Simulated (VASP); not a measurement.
All values below come from PBE GGA, VASP's PBE PAW potentials (set 64) (plane waves; VASP).

VASP input:

### INCAR
```
SYSTEM = MgI2
PREC = Normal
ENCUT = 500
EDIFF = 1E-8
NELM = 100
ALGO = Normal
LREAL = .FALSE.
LASPH = .TRUE.
ISMEAR = 0
SIGMA = 0.01
GGA = PE
LWAVE = .TRUE.
LCHARG = .FALSE.
```

### KPOINTS
```
Automatic mesh
0
G
4 4 4
```

### POSCAR
```
MgI2
1
    2.0750000000    -3.5940050000     0.0000000000
    2.0750000000     3.5940050000     0.0000000000
    0.0000000000     0.0000000000     6.8600000000
Mg I
1 2
Direct
  0.0000000000   0.0000000000   0.0000000000
  0.3333330000   0.6666670000   0.2420000000
  0.6666670000   0.3333330000   0.7580000000
```

POTCAR, in this order: Mg_sv_GW I_GW (PBE.64 set). Program: vasp_std.

What VASP printed:

**OSZICAR**
```
       N       E                     dE             d eps       ncg     rms          rms(c)
DAV:   1     0.162451627626E+03    0.16245E+03   -0.11555E+04   480   0.155E+03
DAV:   2    -0.782564293825E+01   -0.17028E+03   -0.16762E+03   520   0.388E+02
DAV:   3    -0.251641460026E+02   -0.17339E+02   -0.17310E+02   536   0.123E+02
DAV:   4    -0.265746050373E+02   -0.14105E+01   -0.14101E+01   688   0.367E+01
DAV:   5    -0.266058041338E+02   -0.31199E-01   -0.31199E-01   536   0.387E+00    0.408E+01
DAV:   6    -0.224612616495E+02    0.41445E+01   -0.96355E+00   536   0.215E+01    0.146E+01
DAV:   7    -0.218138222388E+02    0.64744E+00   -0.40175E+00   568   0.985E+00    0.150E+00
DAV:   8    -0.218193925949E+02   -0.55704E-02   -0.32472E-01   496   0.414E+00    0.591E-01
DAV:   9    -0.218137613617E+02    0.56312E-02   -0.52994E-02   600   0.136E+00    0.194E-01
DAV:  10    -0.218144949545E+02   -0.73359E-03   -0.10057E-02   544   0.756E-01    0.334E-01
DAV:  11    -0.218159108339E+02   -0.14159E-02   -0.22857E-03   496   0.286E-01    0.237E-02
DAV:  12    -0.218159506764E+02   -0.39843E-04   -0.12135E-04   624   0.136E-01    0.353E-02
DAV:  13    -0.218159650408E+02   -0.14364E-04   -0.24515E-05   512   0.304E-02    0.127E-02
DAV:  14    -0.218159679258E+02   -0.28850E-05   -0.63303E-06   592   0.268E-02    0.468E-03
DAV:  15    -0.218159680467E+02   -0.12089E-06   -0.17174E-06   536   0.759E-03    0.666E-04
DAV:  16    -0.218159680120E+02    0.34663E-07   -0.16752E-07   552   0.426E-03    0.506E-04
DAV:  17    -0.218159680062E+02    0.58185E-08   -0.13288E-08   480   0.796E-04
   1 F= -.21815968E+02 E0= -.21815968E+02  d E =0.000000E+00
```

**OUTCAR**
```
------------------------ aborting loop because EDIFF is reached ----------------------------------------
  FORCE on cell =-STRESS in cart. coord.  units (eV):
  Direction    XX          YY          ZZ          XY          YZ          ZX
  --------------------------------------------------------------------------------------
  Total        0.8144368      0.8144366      0.8314604     -0.0000000     -0.0000000      0.0000000
  in kB       12.7531390     12.7531360     13.0197084     -0.0000000     -0.0000000      0.0000000
  external PRESSURE =      12.8419945 kB  Pullay stress =       0.0000000 kB
  volume of cell :      102.32
      direct lattice vectors                 reciprocal lattice vectors
     2.075000000 -3.594005000  0.000000000     0.240963855 -0.139120563  0.000000000
     2.075000000  3.594005000  0.000000000     0.240963855  0.139120563  0.000000000
     0.000000000  0.000000000  6.860000000     0.000000000  0.000000000  0.145772595
 POSITION                                       TOTAL-FORCE (eV/Angst)
 -----------------------------------------------------------------------------------
      0.00000      0.00000      0.00000        -0.000000     -0.000000      0.000000
      2.07500      1.19800      1.66012         0.000000      0.000000      0.055543
      2.07500     -1.19800      5.19988        -0.000000     -0.000000     -0.055543
 -----------------------------------------------------------------------------------
    total drift:                                0.000000     -0.000000      0.000000
  FREE ENERGIE OF THE ION-ELECTRON SYSTEM (eV)
  ---------------------------------------------------
  free  energy   TOTEN  =       -21.8159680062 eV

  energy  without entropy=      -21.8159680062  energy(sigma->0) =      -21.81596801
```
(Selected blocks of OUTCAR.)

The compound is MgI2 in the 1T layered structure. The cell was not relaxed at this level. The k-mesh is coarse (spacing up to 0.44 per Å, 2π included), so the numbers may not be converged in it.
